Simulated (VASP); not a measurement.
Computed with PBE GGA, VASP's PBE PAW potentials (set 64) (plane waves; VASP 6.6.1).

A VASP calculation is set up with these files.

### KPOINTS
```
Automatic mesh
0
Gamma
16 16 16
0 0 0
```

INCAR:
```
SYSTEM = W
PREC = Accurate; ENCUT = 500; LREAL = .FALSE.
LASPH = .TRUE.
EDIFF = 1E-6; NELM = 100; ALGO = Normal
LMAXMIX = 6
ISMEAR = 1; SIGMA = 0.1
GGA = PE
IBRION = 2; NSW = 40; ISIF = 3
EDIFFG = -0.02; PSTRESS = 200
LWAVE = .FALSE.; LCHARG = .FALSE.
```

**POSCAR**
```
W
1.0
 -1.5617913269   1.5617913269   1.5617913269
  1.5617913269  -1.5617913269   1.5617913269
  1.5617913269   1.5617913269  -1.5617913269
W
1
Cartesian
  1.5617913269   1.5617913269  -1.5617913269
```

POTCAR, in this order: W_sv (PBE.64 set). Program: vasp_std.

The run wrote:

OSZICAR:
```
       N       E                     dE             d eps       ncg     rms          rms(c)
DAV:   1     0.752060660427E+02    0.75206E+02   -0.77895E+03  3222   0.143E+03
DAV:   2    -0.120114093929E+02   -0.87217E+02   -0.83910E+02  3433   0.326E+02
DAV:   3    -0.134824408186E+02   -0.14710E+01   -0.14609E+01  3600   0.422E+01
DAV:   4    -0.134895129343E+02   -0.70721E-02   -0.70718E-02  3460   0.322E+00
DAV:   5    -0.134895682953E+02   -0.55361E-04   -0.55360E-04  3577   0.288E-01    0.225E+01
DAV:   6    -0.130307699446E+02    0.45880E+00   -0.51135E-01  3388   0.974E+00    0.938E+00
DAV:   7    -0.129064855306E+02    0.12428E+00   -0.29086E-01  3511   0.690E+00    0.550E-01
DAV:   8    -0.129025733462E+02    0.39122E-02   -0.40379E-03  3253   0.987E-01    0.915E-02
DAV:   9    -0.129025299904E+02    0.43356E-04   -0.11988E-04  3674   0.147E-01    0.446E-02
DAV:  10    -0.129025254235E+02    0.45669E-05   -0.20955E-05  3451   0.666E-02    0.936E-04
DAV:  11    -0.129025257374E+02   -0.31387E-06   -0.22897E-07  2030   0.738E-03
   1 F= -.11000360E+02 E0= -.11000148E+02  d E =-.110004E+02
```

### OUTCAR
```
------------------------ aborting loop because EDIFF is reached ----------------------------------------
  FORCE on cell =-STRESS in cart. coord.  units (eV):
  Direction    XX          YY          ZZ          XY          YZ          ZX
  --------------------------------------------------------------------------------------
  Total        1.8964325      1.8964325      1.8964325      0.0000000      0.0000000     -0.0000000
  in kB      199.3971562    199.3971562    199.3971562      0.0000000      0.0000000     -0.0000000
  external PRESSURE =      -0.6028438 kB  Pullay stress =     200.0000000 kB
  volume of cell :       15.24
      direct lattice vectors                 reciprocal lattice vectors
    -1.561791327  1.561791327  1.561791327     0.000000000  0.320145202  0.320145202
     1.561791327 -1.561791327  1.561791327     0.320145202  0.000000000  0.320145202
     1.561791327  1.561791327 -1.561791327     0.320145202  0.320145202  0.000000000
 POSITION                                       TOTAL-FORCE (eV/Angst)
 -----------------------------------------------------------------------------------
      0.00000      0.00000      0.00000         0.000000     -0.000000      0.000000
 -----------------------------------------------------------------------------------
    total drift:                               -0.000000     -0.000000      0.000000
  FREE ENERGIE OF THE ION-ELECTRON SYSTEM (eV)
  ---------------------------------------------------
  free  energy   TOTEN  =       -12.9025257374 eV

  energy  without entropy=      -12.9018914809  energy(sigma->0) =      -12.90231432
  enthalpy is  TOTEN    =       -11.0003596931 eV   P V=        1.9021660443

 reached required accuracy - stopping structural energy minimisation
```
(Selected blocks of OUTCAR.)

### OUTCAR
```
 val. band max:       12.0692092256   @ k =  -0.2500   0.2500   0.1250

 cond. band min:      12.0973639230   @ k =   0.0625   0.0625   0.0625


 Fermi energy:        12.0696466938

 k-point     1 :       0.0000    0.0000    0.0000
  band No.  band energies     occupation
      1     -62.1057      2.00000
      2     -25.6047      2.00000
      3     -25.6047      2.00000
      4     -25.6047      2.00000
      5       2.1700      2.00000
      6      10.7284      2.00000
      7      10.7284      2.00000
      8      10.7284      2.00000
      9      14.3818      0.00000
     10      14.3818      0.00000
     11      26.6284      0.00000

 k-point     2 :       0.0625    0.0000    0.0000
  band No.  band energies     occupation
      1     -62.0997      2.00000
      2     -25.6656      2.00000
      3     -25.6235      2.00000
      4     -25.6051      2.00000
      5       2.3689      2.00000
      6      10.6055      2.00000
      7      10.6999      2.00000
      8      10.9211      2.00000
      9      14.1826      0.00000
     10      14.3820      0.00000
     11      26.8021      0.00000

 k-point     3 :       0.1250    0.0000    0.0000
  band No.  band energies     occupation
      1     -62.0825      2.00000
      2     -25.8365      2.00000
      3     -25.6766      2.00000
      4     -25.6061      2.00000
      5       2.9351      2.00000
      6      10.2738      2.00000
      7      10.5705      2.00000
      8      11.4909      2.00000
      9      13.8005     -0.00000
     10      14.3956      0.00000
     11      27.2185      0.00000

 k-point     4 :       0.1875    0.0000    0.0000
  band No.  band energies     occupation
      1     -62.0567      2.00000
      2     -26.0856      2.00000
      3     -25.7551      2.00000
      4     -25.6077      2.00000
      5       3.7680      2.00000
      6       9.8197      2.00000
      7      10.3014      2.00000
      8      12.4132     -0.00001
      9      13.6091     -0.00000
...
```

Unless said otherwise, spin-orbit coupling is left out, though it shifts the bands of the heavy elements here.

The compound is W in the bcc structure. It was relaxed first under an external pressure of 20 GPa.
